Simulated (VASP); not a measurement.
# AlN: GW quasiparticle gap

How does the gap of AlN change from the starting functional to GW? The cell is of the zinc-blende type, one of the forms listed for this formula. The start is a computed cell from the Materials Project.

Main program and level: VASP 6.6.1; PBE; plane waves and PAW (Al_GW, N_GW), in the first sound run; inputs show where later runs differ.

### Step 1. The structure

The structure is cubic, space group F-43m (No. 216). The conventional cell has a = 4.368 Å, b = 4.368 Å, c = 4.368 Å, α = 90.00°, β = 90.00°, γ = 90.00°. Nearest to Al lie 4 N at 1.89 Å. N has 4 Al at 1.89 Å nearest. Farther neighbours and most contacts between anions are not listed.

### Step 2. Empty bands, functional PBE

The next step needs empty bands that the ground-state run didn't converge, so the Hamiltonian is diagonalised exactly for NBANDS bands, in a single step. LOPTICS writes the k-derivatives of the orbitals (WAVEDER), which give the long-wavelength limit of the screening.

Contents of INCAR:

```
SYSTEM = AlN
PREC = Accurate
ENCUT = 450
ISMEAR = 0
SIGMA = 0.01
LREAL = .FALSE.
GGA = PE
NBANDS = 136
ALGO = Exact
NELM = 1
LWAVE = .TRUE.
LCHARG = .FALSE.
LOPTICS = .TRUE.
NEDOS = 1000
CSHIFT = 0.1
```

Contents of POSCAR:

```
AlN
1.0
    0.0000000000      2.1839935596      2.1839935596
    2.1839935596      0.0000000000      2.1839935596
    2.1839935596      2.1839935596      0.0000000000
Al N
1 1
Direct
    0.0000000000      0.0000000000      0.0000000000
    0.2500000000      0.2500000000      0.2500000000
```

Contents of KPOINTS:

```
Automatic mesh
0
Gamma
4 4 4
0 0 0
```

Potentials, in the order of the species: Al_GW and N_GW (PBE family, release 64).

Started as:

```console
$ mpirun -np 8 vasp_std
```

The program printed:

```text
[banner, memory and clock lines left out]
running    8 mpi-ranks, on    1 nodes
 distrk:  each k-point on    8 cores,    1 groups
 distr:  one band on    1 cores,    8 groups

 POSCAR found type information on POSCAR AlN
 POSCAR found :  2 types and       2 ions
|                                                                             |
|           W    W    AA    RRRRR   N    N  II  N    N   GGGG   !!!           |
|           W    W   A  A   R    R  NN   N  II  NN   N  G    G  !!!           |
|           W    W  A    A  R    R  N N  N  II  N N  N  G       !!!           |
|           W WW W  AAAAAA  RRRRR   N  N N  II  N  N N  G  GGG   !            |
|           WW  WW  A    A  R   R   N   NN  II  N   NN  G    G                |
|           W    W  A    A  R    R  N    N  II  N    N   GGGG   !!!           |
|                                                                             |
|     For optimal performance we recommend to set                             |
|       NCORE = 2 up to number-of-cores-per-socket                            |
|     NCORE specifies how many cores store one orbital (NPAR=cpu/NCORE).      |
|     This setting can greatly improve the performance of VASP for DFT.       |
|     The default, NCORE=1 might be grossly inefficient on modern             |
|     multi-core architectures or massively parallel machines. Do your        |
|     Unfortunately you need to use the default for GW and RPA                |
|     calculations (for HF NCORE is supported but not extensively tested      |
|     yet).                                                                   |
|                                                                             |

 LDA part: xc-table for (Slater+PW92), standard interpolation
 found WAVECAR, reading the header
  number of bands has changed, file:    10 present:   136
  trying to continue reading WAVECAR, but it might fail
 POSCAR, INCAR and KPOINTS ok, starting setup
 FFT: planning ... GRIDC
 FFT: planning ... GRID_SOFT
 FFT: planning ... GRID
 reading WAVECAR
 random initialization beyond band           10
 the WAVECAR file was read successfully
 initial charge from wavefunction
 entering main loop
       N       E                     dE             d eps       ncg     rms          rms(c)
DIA:   1    -0.148251867536E+02   -0.14825E+02    0.00000E+00     0   0.000E+00
   1 F= -.14825187E+02 E0= -.14825187E+02  d E =0.000000E+00
 writing wavefunctions
 optical routines
 imaginary and real dielectric function
 recalculating local potential from charge density
 direction            1
 direction            2
 direction            3
```

Wall time 2.6 s (8 MPI ranks of Intel Xeon Platinum 8259CL at 2.50GHz (Skylake/Cascade Lake), shared host); peak memory 0.92 GiB.

The logs omit lines about the potential files and the build; timing stands in the text.

OUTCAR, selected parts (step 2):

```text
ion  position               nearest neighbor table
   1  0.000  0.000  0.000-   2 1.89   2 1.89   2 1.89   2 1.89
   2  0.250  0.250  0.250-   1 1.89   1 1.89   1 1.89   1 1.89

  LATTYP: Found a face centered cubic cell.
 ALAT       =     4.3679871192

 Subroutine GETGRP returns: Found 24 space group operations
 (whereof 24 operations were pure point group operations)

The static configuration has the point symmetry T_d .

 Found      8 irreducible k-points:

   k-points           NKPTS =      8   k-points in BZ     NKDIM =      8   number of bands    NBANDS=    136

   dimension x,y,z NGX =    24 NGY =   24 NGZ =   24
   dimension x,y,z NGXF=    48 NGYF=   48 NGZF=   48

   ENCUT  =  450.0 eV  33.07 Ry    5.75 a.u.   5.34  5.34  5.34*2*pi/ulx,y,z

   NELECT =       8.0000    total number of electrons

 k-points in reciprocal lattice and weights: Automatic mesh
   0.00000000  0.00000000  0.00000000       0.016
   0.25000000  0.00000000  0.00000000       0.125
   0.50000000  0.00000000  0.00000000       0.062
   0.25000000  0.25000000  0.00000000       0.094
   0.50000000  0.25000000  0.00000000       0.375
  -0.25000000  0.25000000  0.00000000       0.188
   0.50000000  0.50000000  0.00000000       0.047
  -0.25000000  0.50000000  0.25000000       0.094

 average (electrostatic) potential at core
       1 -49.9887       2 -59.9678

 E-fermi :   5.1822

 k-point     1 :       0.0000    0.0000    0.0000
  band No.  band energies     occupation
      1     -10.0154      2.00000
      2       4.9809      2.00000
      3       4.9809      2.00000
      4       4.9809      2.00000
      5       9.1564      0.00000
      6      17.5052      0.00000
      7      17.5052      0.00000
      8      17.5052      0.00000
      9      22.6353      0.00000
    ...

 k-point     2 :       0.2500    0.0000    0.0000
  band No.  band energies     occupation
      1      -9.1639      2.00000
      2       1.7087      2.00000
      3       4.7233      2.00000
      4       4.7233      2.00000
      5      11.4195      0.00000
      6      15.9276      0.00000
      7      17.2748      0.00000
      8      17.2748      0.00000
      9      21.2217      0.00000
    ...

 k-point     3 :       0.5000    0.0000    0.0000
  band No.  band energies     occupation
      1      -7.9629      2.00000
      2      -0.8945      2.00000
      3       4.4963      2.00000
      4       4.4963      2.00000
      5      12.3355      0.00000
      6      14.8321      0.00000
      7      16.0961      0.00000
      8      16.0961      0.00000
      9      22.9395      0.00000
    ...

  Total        0.3178356      0.3178356      0.3178356      0.0000000      0.0000000      0.0000000
  in kB       24.4415672     24.4415672     24.4415672      0.0000000      0.0000000      0.0000000
  external PRESSURE =      24.4415672 kB  Pullay stress =       0.0000000 kB

  energy-cutoff  :      450.00
  volume of cell :       20.83
      direct lattice vectors                 reciprocal lattice vectors
     0.000000000  2.183993560  2.183993560    -0.228938404  0.228938404  0.228938404
     2.183993560  0.000000000  2.183993560     0.228938404 -0.228938404  0.228938404
     2.183993560  2.183993560  0.000000000     0.228938404  0.228938404 -0.228938404

 POSITION                                       TOTAL-FORCE (eV/Angst)
 -----------------------------------------------------------------------------------
      0.00000      0.00000      0.00000         0.000000      0.000000      0.000000
      1.09200      1.09200      1.09200        -0.000000     -0.000000     -0.000000
 -----------------------------------------------------------------------------------
    total drift:                               -0.000000     -0.000000     -0.000000

  FREE ENERGIE OF THE ION-ELECTRON SYSTEM (eV)
  ---------------------------------------------------
  free  energy   TOTEN  =       -14.8251867536 eV

  energy  without entropy=      -14.8251867536  energy(sigma->0) =      -14.82518675

 plasma frequency squared (from intraband transitions) (eV^2)
  --------------------------------------------------------------------------------------
       0.000       0.000       0.000
       0.000       0.000       0.000
       0.000       0.000       0.000

[... 3 further parts left out ...]
```

The gap is read on the k-mesh alone, so it is an upper bound where the band edges lie off the mesh.

A gap read on the k-mesh alone can miss the band edges.

This step gave:

| Item | Value |
| --- | --- |
| gap on the k-mesh | 3.290 eV |
| least direct gap on the k-mesh | 4.175 eV |

WAVECAR now holds 136 bands for 8 electrons. Its independent-particle dielectric tensor has xx, yy, zz = 5.4, 5.4, 5.4 on this mesh, which isn't tested for convergence in mesh or bands and lacks local fields.

(Part 1 of 5 ends here.)

[Lines on the potential files, build, host, timing and source positions are cut from VASP's logs without a mark.]

[Logs are printed without paths, hosts, clocks, repeated set-up lines and the standing remarks that a program may print on its own settings, such as how far it seeks lower states.]

[Hosts, paths, dates, database ids (printed as entryN), source tags and the programs' standing remarks are cut or masked in the printed files.]

[Pressures printed for these runs are not shown converged in the cutoff: they can be off by several GPa and have the wrong sign.]
